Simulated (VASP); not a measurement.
Consider the following.

```
TaTe
1.0
    0.00000     3.09152     3.09152
    3.09152     0.00000     3.09152
    3.09152     3.09152     0.00000
Ta Te
1 1
Direct
  0.00000   0.00000   0.00000
  0.25000   0.25000   0.25000
```

Level of theory: PBEsol GGA, VASP's PBE PAW potentials (set 64) (plane waves; VASP). Numerical set-up: 400 eV cut-off, 12×12×12 Γ-centred mesh, tetrahedra with Blöchl corrections, potentials Ta_pv Te.

Unless said otherwise, spin-orbit coupling is left out, though it shifts the bands of the heavy elements here.

Task: Predict the energy per atom (σ→0), band gap (on the k-mesh) with the smallest direct gap where there is one.

Result: 
- band gap (on the k-mesh): none (metal, semimetal or under 0.01 eV)
- energy per atom (σ→0): -6953 meV/atom

The structure was generated: TaTe was put into the zinc blende type (F-43m), which need not be its known phase. It was relaxed first, which changed the volume by -34 %. The electron count is odd and the run is not spin-polarised, which forces a metal.
